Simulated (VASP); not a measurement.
Energy against volume of Ni₃Al (L1_2). Calculation: r2SCAN+rVV10, VASP's PBE PAW potentials (set 64) (plane waves; VASP). Run with 520 eV cut-off, 9×9×9 Γ-centred mesh, first-order Methfessel-Paxton smearing of 0.10 eV, potentials Al Ni.

| V (Å³/atom) | E (eV/atom) |
|---|---|
| 10.560 | -10.86895 |
| 10.886 | -10.87591 |
| 11.213 | -10.87024 |
| 11.539 | -10.85383 |

Fit these four points and predict the energy of the run at 10.233 Å³/atom.

A cubic in V^(−2/3), the third-order Birch-Murnaghan form, passes through the four points with V0 = 10.89 Å³/atom and B0 = 206 GPa, and gives -10.8471 eV/atom there. The run gave -10.8471 eV/atom, +0.0 meV/atom from the fit; all five points give B0 = 205 GPa.

The compound is Ni3Al in the L1_2 structure. It was relaxed first.
